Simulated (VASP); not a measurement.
Given:

```
SrTiO3
1.0
    3.88797     0.00000     0.00000
    0.00000     3.88797     0.00000
    0.00000     0.00000     3.88797
Sr Ti O
1 1 3
Direct
  0.00000   0.00000   0.00000
  0.50000   0.50000   0.50000
  0.50000   0.00000   0.50000
  0.00000   0.50000   0.50000
  0.50000   0.50000   0.00000
```

These are TPSS meta-GGA, VASP's PBE PAW potentials (set 64) (plane waves; VASP) values and carry that method's errors. Numerical set-up: 520 eV cut-off, 6×6×6 Γ-centred mesh, Gaussian smearing of 0.050 eV, potentials Sr_sv Ti_sv O.

### Question
Give the stress tensor in GPa (positive for a compressed cell).

### Answer

```
5.86  0.00  0.00
0.00  5.86  0.00
0.00  0.00  5.86
```
The pressure is its mean diagonal, 5.86 GPa.

The compound is SrTiO3 in the cubic perovskite structure, the ideal cubic form; the compound distorts at low or room temperature. This cell is one point of a volume scan, at 0.97 of the reference volume.
